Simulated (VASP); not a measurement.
Given:

```xyz
8
Lattice="6.2622 0.0000 0.0000 0.0000 6.2622 0.0000 0.0000 0.0000 6.2622" Properties=species:S:1:pos:R:3 pbc="T T T"
Zn     0.0000     6.2622     6.2622
Zn     3.1311     3.1311     6.2622
Zn     3.1311     6.2622     3.1311
Te     1.6070     1.5241     1.5241
Te     4.6552     4.7381     1.5241
Te     4.6552     1.5241     4.7381
Te     1.6070     4.7381     4.7381
Mg     0.0000     3.1311     3.1311
```

Method: PBE GGA, VASP's PBE PAW potentials (set 64) (plane waves; VASP). Run with 400 eV cut-off, 3×3×3 Γ-centred mesh, Gaussian smearing of 0.050 eV, potentials Zn Te Mg.

Unless said otherwise, spin-orbit coupling is left out, though it shifts the bands of the heavy elements here.

**Question.** Predict the energy per atom (σ→0), band gap (on the k-mesh) with the smallest direct gap where there is one.

**Answer.** 
The band gap (on the k-mesh) comes out as 1.24 eV. The smallest direct gap (on the k-mesh) is 1.24 eV and the energy per atom (σ→0) is -2.729 eV/atom.

Only differences to runs with the same potentials and settings are physical.

The structure was generated: MgZn3Te4 was put into an ordered model structure (P-43m), which need not be its known phase. It was relaxed first.
